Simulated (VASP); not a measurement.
VASP ran on this input.

INCAR:
```
SYSTEM = WSi2
PREC = Accurate; ENCUT = 500; LREAL = .FALSE.
LASPH = .TRUE.
EDIFF = 1E-6; NELM = 100; ALGO = Normal
LMAXMIX = 6
ISMEAR = 1; SIGMA = 0.1
IBRION = 2; NSW = 40; ISIF = 3
EDIFFG = -0.02; PSTRESS = 300
LWAVE = .FALSE.; LCHARG = .FALSE.
```

### KPOINTS
```
kpoints
0
G
 14 14 14
```

### POSCAR
```
WSi2
1
   -1.5376036773     1.5376036773     3.7809095641
    1.5376036773    -1.5376036773     3.7809095641
    1.5376036773     1.5376036773    -3.7809095641
Si W
2 1
Direct
  0.6668434425   0.6668434425   0.0000000000
  0.3331565575   0.3331565575   0.0000000000
  0.0000000000   0.0000000000   0.0000000000
```

POTCAR, in this order: Si W_sv (LDA.64 set). Program: vasp_std.

Question: Write an equivalent input for Ansatz.

Answer: One equivalent input (not run):
Ansatz 0.2 input:
```yaml
crystal:
  lattice:
    - [-1.5376037, 1.5376037, 3.7809096]
    - [1.5376037, -1.5376037, 3.7809096]
    - [1.5376037, 1.5376037, -3.7809096]
  atoms:
    - { symbol: Si, position: [0.6668434, 0.6668434, 0.0000000] }
    - { symbol: Si, position: [0.3331566, 0.3331566, 0.0000000] }
    - { symbol: W, position: [0.0000000, 0.0000000, 0.0000000] }
kpoints:
  mp_grid: { grid: [14, 14, 14] }
hamiltonian:
  xc: lda
  pseudopotentials: { kind: paw }
scf:
  occupations: { method: methfessel_paxton, width: 0.1 }
  max_iter: 100
relax:
  max_steps: 40
  f_tol: 0.02
  cell: { p_target: 30 }
output: { forces: true, stress: true, eigenvalues: true }
```
Limits of the translation: each code has its own PAW files, so the cut-off isn't converted (ENCUT is set for VASP's; basis.ecutwfc is left out, and Ansatz then takes the one that its files recommend); Ansatz stops its SCF on the density residual and VASP on the energy change (EDIFF); Ansatz's lda is the Perdew-Wang form, while the LDA potentials of VASP carry Perdew-Zunger's.

The compound is WSi2 in the MoSi2 type structure. It was relaxed first under an external pressure of 30 GPa.
